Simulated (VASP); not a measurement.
Here is the system:

```xyz
6
Lattice="4.1188 0.0000 0.0000 0.0000 4.1188 0.0000 0.0000 0.0000 6.2847" Properties=species:S:1:pos:R:3 pbc="T T T"
Mo     0.0000     0.0000     0.0000
Mo     2.0594     2.0594     0.0000
Mo     2.0594     0.0000     1.6969
Mo     0.0000     2.0594     4.5878
Ge     2.0594     0.0000     4.3993
Ge     0.0000     2.0594     1.8854
```

Method: PBE GGA, VASP's PBE PAW potentials (set 64) (plane waves; VASP 6.6.1). Settings: 300 eV cut-off, 3×3×2 Γ-centred mesh, Fermi-Dirac smearing of 0.10 eV, potentials Mo_sv Ge_d.

At this cut-off the stress carries a Pulay error, which pulls relaxed volumes low.

### Question
Which forces act on the atoms, in eV/Å?

### Answer

| atom | Fx | Fy | Fz |
|---|---|---|---|
| Mo1 | 0.000 | 0.000 | 0.000 |
| Mo2 | 0.000 | 0.000 | 0.000 |
| Mo3 | 0.000 | 0.000 | 0.647 |
| Mo4 | 0.000 | 0.000 | -0.647 |
| Ge5 | 0.000 | 0.000 | 0.017 |
| Ge6 | 0.000 | 0.000 | -0.017 |

### Question
Give the stress tensor in GPa (positive for a compressed cell).

### Answer

```
-4.54   0.00   0.00
 0.00  -4.54   0.00
 0.00   0.00  -6.04
```
The pressure is its mean diagonal, -5.04 GPa.

The structure was generated: GeMo2 was put into an ordered model structure, which need not be its known phase. The cell was not relaxed at this level. The k-mesh is coarse (spacing up to 0.51 per Å, 2π included), so the numbers may not be converged in it.
